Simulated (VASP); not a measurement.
Input:

```
CELL_PARAMETERS angstrom
      4.00177     0.00000     0.00000
     -2.00089     3.46564     0.00000
      0.00000     0.00000     6.49276
ATOMIC_POSITIONS crystal
  Mg 0.66667 0.33333 0.63338
  Mg 0.33333 0.66667 0.99418
  Zn 0.00000 0.00000 0.36194
  P  0.00000 0.00000 0.77005
  P  0.66667 0.33333 0.24045
```

These are PBEsol GGA, VASP's PBE PAW potentials (set 64) (plane waves; VASP 6.6.1) values and carry that method's errors. Run with 400 eV cut-off, 7×7×4 Γ-centred mesh, tetrahedra with Blöchl corrections, potentials Mg Zn P.

The cores are frozen, which limits the accuracy of field gradients.

### Question
Give the principal components of the electric field gradient (V/Å²) and the asymmetry η at each nucleus.

### Answer

```csv
atom,Vxx,Vyy,Vzz,η
Mg1,-0.2,-0.2,0.4,-
Mg2,-0.6,-0.6,1.1,0.00
Zn3,-11.8,-11.8,23.5,0.00
P4,-21.0,-21.0,42.1,0.00
P5,13.6,13.6,-27.2,0.00
```

The structure comes from a computed database's Mg2ZnP2 entry (P3m1); how it stands against other phases isn't given here. It was relaxed first.
